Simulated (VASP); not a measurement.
Here is the system:

```xyz
3
Lattice="1.5623 -2.7060 0.0000 1.5623 2.7060 0.0000 0.0000 0.0000 3.4544" Properties=species:S:1:pos:R:3 pbc="T T T"
Hf     0.0000     0.0000    -0.2000
B      1.5623     0.9020     1.7272
B      1.5623    -0.9020     1.7272
```

Computed with PBEsol GGA, VASP's PBE PAW potentials (set 64) (plane waves; VASP). Numerical set-up: 600 eV cut-off, 10×10×8 Γ-centred mesh, first-order Methfessel-Paxton smearing of 0.10 eV, potentials Hf_pv B.

Question: Give the force on each atom (eV/Å).

Answer: 
| atom | Fx | Fy | Fz |
|---|---|---|---|
| Hf1 | 0.000 | 0.000 | 3.336 |
| B2 | 0.000 | 0.000 | -1.668 |
| B3 | 0.000 | 0.000 | -1.668 |

Question: Give the stress tensor in GPa (positive for a compressed cell).

Answer: 
```
4.74  0.00  0.00
0.00  4.74  0.00
0.00  0.00  5.93
```
The pressure is its mean diagonal, 5.14 GPa.

The compound is HfB2 in the AlB2 type structure. This cell was strained or had an atom moved on purpose.
